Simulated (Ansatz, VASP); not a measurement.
# OsO3 in VASP and in Ansatz

Contents of INCAR:

```
SYSTEM = OsO3
  PREC = Accurate
  ENCUT = 600
  EDIFF = 1E-6
  ISMEAR = 0
  SIGMA = 0.1
  LREAL = .FALSE.
  LASPH = .TRUE.
  NELM = 100
  ALGO = Normal
  ISIF = 3
  LWAVE = .FALSE.
  LCHARG = .FALSE.
  GGA = PE
  IBRION = 2
  NSW = 100
  EDIFFG = -0.01
```

KPOINTS

```
Automatic mesh
0
G
  16 16 16
  0 0 0
```

File POSCAR:

```
OsO3
1.0
   -2.0797089222      2.0797089222      2.0797089222
    2.0797089222     -2.0797089222      2.0797089222
    2.0797089222      2.0797089222     -2.0797089222
Os O
1 3
Direct
    0.0000000000      0.0000000000      0.0000000000
    0.0000000000      0.5000000000      0.5000000000
    0.5000000000      0.0000000000      0.5000000000
    0.5000000000      0.5000000000      0.0000000000
```

Input for Ansatz:

```yaml
crystal:
  lattice:
    - [-2.0797089222, 2.0797089222, 2.0797089222]
    - [2.0797089222, -2.0797089222, 2.0797089222]
    - [2.0797089222, 2.0797089222, -2.0797089222]
  atoms:
    - { symbol: Os, position: [0.0, 0.0, 0.0] }
    - { symbol: O, position: [0.0, 0.5, 0.5] }
    - { symbol: O, position: [0.5, 0.0, 0.5] }
    - { symbol: O, position: [0.5, 0.5, 0.0] }
basis:
  ecutwfc: 420
kpoints:
  mp_grid: { grid: [16, 16, 16] }
hamiltonian:
  xc: pbe
scf:
  occupations: { method: gaussian, width: 0.1 }
output:
  forces: true
  stress: true
  eigenvalues: true
relax:
  adjacent_minimum: "off"
  f_tol: 0.01
  max_steps: 80
  cell: { stress_tol: 0.05 }
```

Alike in both runs: task relaxation of cell and atoms; functional PBE; k mesh 16 × 16 × 16; occupations gaussian, width 0.1 eV; no spin polarisation.

|  | VASP | Ansatz |
| --- | --- | --- |
| version | VASP 6.6.1 | Ansatz 0.2.0 |
| potentials or method | VASP PAW PBE potentials, release 64 (Os, O) | scalar-relativistic, plane waves, PAW |
| plane-wave cutoff (eV) | 600 | 420 |
| valence electrons in the cell | 26 | 34 |

Ansatz gave:

```
gap on the k mesh at the Fermi level, each at its own relaxed structure (eV) : none
relaxed volume (Å³/atom)                                                     : 8.97
relaxed cell length with the largest relative difference (Å)                 : 3.599
```

Problem. Which values does VASP return?

Solution. gap on the k mesh at the Fermi level, each at its own relaxed structure (eV): none; relaxed volume (Å³/atom): 9.01; relaxed cell length with the largest relative difference (Å): 3.605.

A gap of «none» marks a metal or a gap that the smearing closes. The two sets of potentials don't hold the same shells in valence.

Spin-orbit coupling is left out, which matters for the levels of Os.
